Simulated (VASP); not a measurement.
**Equation of state of Mg3Hf under PBE**

The structure is cubic, space group Pm-3m (No. 221). Conventional cell: a = 4.433 Å, b = 4.433 Å, c = 4.433 Å, α = 90.00°, β = 90.00°, γ = 90.00°. Hf (site symmetry m-3m) is surrounded by 12 Mg at 3.13 Å. Around Mg (site symmetry 4/mmm) lie 4 Hf at 3.13 Å and 8 Mg at 3.13 Å.

The cell comes from a database or a generator and needn't be the stable form of this composition.

The cell was scaled at fixed shape and fractions and run with VASP, PBE PAW files Hf_pv, Mg, 520 eV; PBE, k mesh 6 × 6 × 6 on the cell of 4 atoms, fermi-dirac occupations of 0.05 eV, no spin polarisation, no spin-orbit coupling. Energies are those that the program minimises, any entropy of the smearing included. For a metal such a mesh isn't converged to the digits shown.

| V (Å³/atom) | energy over the lowest row (meV/atom) |
| --- | --- |
| 20.4772 | 14.999 |
| 20.9129 | 6.357 |
| 21.3486 | 1.474 |
| 21.7843 | 0.000 |
| 22.2200 | 1.619 |
| 22.6557 | ? |
| 23.0914 | 12.999 |

Task: Fit the third-order Birch-Murnaghan form, give V0, B0 and B′, and predict the energy left open.

Result: With y = (V0/V)^(2/3), E = E0 + (9 V0 B0/16) [(y - 1)³ B′ + (y - 1)² (6 - 4y)]. Least squares through the rows shown give V0 = 21.7671 Å³/atom, E0 = -0.001 meV, B0 = 56.94 GPa (1 eV/Å³ = 160.218 GPa) and B′ = 3.89, with a largest miss of 0.002 meV. At V = 22.6557 the form with these constants gives 6.037 meV; the run gave 6.040 meV an atom.
